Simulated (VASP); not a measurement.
Method: HSE06 screened hybrid, VASP's PBE PAW potentials (set 64) (plane waves; VASP).

VASP ran on this input.

File POSCAR:
```
C31GeSi31
17.5166630
  0.4999999963   0.0000000000   0.0000000000
  0.0000000000   0.4999999963   0.0000000000
  0.0000000000   0.0000000000   0.4999999963
Si C Ge
31 31 1
Direct
  0.4992197514   0.9995488781   0.9981994722
  0.7481835907   0.2488704477   0.9972808409
  0.7485480994   0.9992136256   0.2514167778
  0.0015449807   0.0004502096   0.9983432579
  0.2471770143   0.2459343531   0.9971827566
  0.5016300896   0.5009444235   0.9965937561
  0.7508914102   0.7502414906   0.9977498965
  0.2477403102   0.9995676575   0.2492533034
  0.4892779439   0.2393717731   0.2407161367
  0.7592000222   0.5118659556   0.2407811754
  0.5012672329   0.9985194381   0.4987274986
  0.7591787044   0.2394206545   0.5107015998
  0.7508181106   0.9995003265   0.7523074087
  0.0022753846   0.5030988082   0.9976206516
  0.2485922024   0.7487575573   0.9977313310
  0.0026070634   0.2488643314   0.2517723900
  0.2463641569   0.5014767372   0.2498625260
  0.5007325612   0.7520359758   0.2495684589
  0.0017053929   0.9995578630   0.5005306408
  0.2459334059   0.2470563185   0.4991953212
  0.7504733877   0.7520343720   0.4991742674
  0.2484917611   0.9998311393   0.7514400978
  0.5007850219   0.2470359366   0.7541091962
  0.7502317327   0.5014911878   0.7536907973
  0.0020844773   0.7501568822   0.2490504516
  0.0033214488   0.5008729789   0.4982587359
  0.2489512528   0.7493264568   0.4998289277
  0.0026885368   0.2458905007   0.7528765096
  0.2480436129   0.5021028095   0.7520211778
  0.5001127937   0.7494022808   0.7511682996
  0.0022264768   0.7487590988   0.7513023421
  0.6259111095   0.1254347197   0.1261351919
  0.8738381927   0.3733909677   0.1260642849
  0.8737329852   0.1254783706   0.3739690744
  0.1244085477   0.1246693870   0.1252587867
  0.3747591544   0.3762795160   0.1244984568
  0.6237318819   0.6254497326   0.1250045686
  0.8749763456   0.8753257839   0.1249233170
  0.3752895829   0.1243544136   0.3763245493
  0.8749533545   0.6253889591   0.3761906029
  0.6236878422   0.1243132580   0.6247765778
  0.8754917407   0.3762663670   0.6252341184
  0.8746523293   0.1247002765   0.8755575076
  0.1245703298   0.6251632862   0.1240914595
  0.3744514565   0.8751739002   0.1239854374
  0.1254391007   0.3748231894   0.3747158702
  0.3724894303   0.6282968633   0.3683277088
  0.6250987080   0.8746739347   0.3748295370
  0.1244485020   0.1233328716   0.6250326811
  0.3709705189   0.3674153422   0.6291772836
  0.6316563584   0.6284280029   0.6276129902
  0.8759701398   0.8751442873   0.6254949987
  0.3748454940   0.1233979984   0.8755290387
  0.6252643136   0.3749759663   0.8745272193
  0.8758404939   0.6252679715   0.8753714578
  0.1247224325   0.8747671390   0.3748482119
  0.1255975547   0.6246492289   0.6244359419
  0.3750457202   0.8744038933   0.6249489914
  0.1244829082   0.3747261997   0.8754521045
  0.3755573366   0.6247039932   0.8744075258
  0.6250327976   0.8748267371   0.8752992859
  0.1250849109   0.8744285127   0.8748450121
  0.5027194965   0.4977304625   0.4973252048
```

**KPOINTS**
```
K-points
0
G
1 1 1
0 0 0
```

### INCAR
```
AEXX  =  0.25
ALGO  =  Normal
EDIFF  =  1E-5
ENCUT  =  400
GGA  =  PE
HFSCREEN  =  0.2
ISIF  =  0
ISMEAR  =  0
ISYM  =  0
LASPH  =  .TRUE.
LCHARG  =  .FALSE.
LHFCALC  =  .TRUE.
LMAXMIX  =  4
LREAL  =  Auto
LWAVE  =  .FALSE.
NELM  =  50
NELMIN  =  4
PREC  =  Normal
PRECFOCK  =  Fast
SIGMA  =  0.05
SYSTEM  =  C31GeSi31
```

POTCAR, in this order: Si C Ge (PBE.64 set). Program: vasp_gam. Read from the step before: WAVECAR.

The supercell is sampled at Γ alone, which is coarse: total energies, pressure and levels can be off, energies of defects by several tenths of an eV.

Problem. What does the run give for the energy per atom (σ→0)?

Solution. 
```yaml
energy per atom (σ→0): -8.564 eV/atom
```

File OSZICAR:
```
...
DAV:   4    -0.539542146656E+03    0.61564E-02   -0.55697E-03   360   0.163E-01    0.359E+00
DAV:   5    -0.539540156636E+03    0.19900E-02   -0.11635E-03   354   0.757E-02    0.206E+00
DAV:   6    -0.539539484117E+03    0.67252E-03   -0.35661E-04   346   0.460E-02    0.117E+00
DAV:   7    -0.539539271734E+03    0.21238E-03   -0.12353E-04   346   0.273E-02    0.664E-01
DAV:   8    -0.539539205162E+03    0.66572E-04   -0.26134E-05   218   0.137E-02    0.385E-01
DAV:   9    -0.539539185235E+03    0.19927E-04   -0.13030E-05   224   0.103E-02    0.217E-01
DAV:  10    -0.539539180393E+03    0.48418E-05   -0.38494E-06   202   0.560E-03
   1 F= -.53953918E+03 E0= -.53953918E+03  d E =-.218677E-12
```

The cell is a supercell with a defect, built from SiC (zinc blende): Ge_Si-vac_C. The cell's shape comes from a PBE relaxation. The run is not spin-polarised, so no state with unpaired spins was tried.
